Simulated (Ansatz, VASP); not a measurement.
CaRuO in VASP and in Ansatz

```
Ca Ru O
1.0
     3.62976    0.00000    0.00000
    -1.81488    3.14346    0.00000
     0.00000    0.00000    4.24107
Ca Ru O
1 1 1
Direct
  0.66667 0.33333 0.00000
  0.33333 0.66667 0.50000
  0.00000 0.00000 0.50000
```

Change from the starting cell: species swapped into the CaGaSi type (P-6m2, No. 187).

Alike in both runs: functional PBE; k mesh 6 × 6 × 4; occupations gaussian, width 0.1 eV; collinear spin.

Ansatz relaxed the structure, and its values are those at the end. VASP's run is a single point on that final structure, the one shown.

|  | VASP | Ansatz |
| --- | --- | --- |
| version | VASP 6.6.1 | Ansatz 0.2.0 |
| potentials or method | VASP PAW PBE potentials, release 64 (Ca_sv, Ru_pv, O) | scalar-relativistic, plane waves, PAW |
| plane-wave cutoff (eV) | 520 | 420 |
| valence electrons in the cell | 30 | 32 |

Ansatz gave:

| Quantity | Value |
| --- | --- |
| gap on the k mesh at the Fermi level (eV) | none |
| pressure (GPa) | 0.0 |
| net moment per atom (μB) | 0.22 |
| size of the moment on the site where the two differ most (μB) | 0.48 |

**Question.** Which values does VASP return?

**Answer.** gap on the k mesh at the Fermi level (eV): none; pressure (GPa): 0.2; net moment per atom (μB): 0.22; size of the moment on the site where the two differ most (μB): 0.62.

Site moments also hang on the region over which each program counts them. A gap of «none» marks a metal or a gap that the smearing closes. The two sets of potentials don't hold the same shells in valence.

Caveats: the k mesh is coarse (spacing up to 0.37 Å⁻¹), so the values aren't converged.
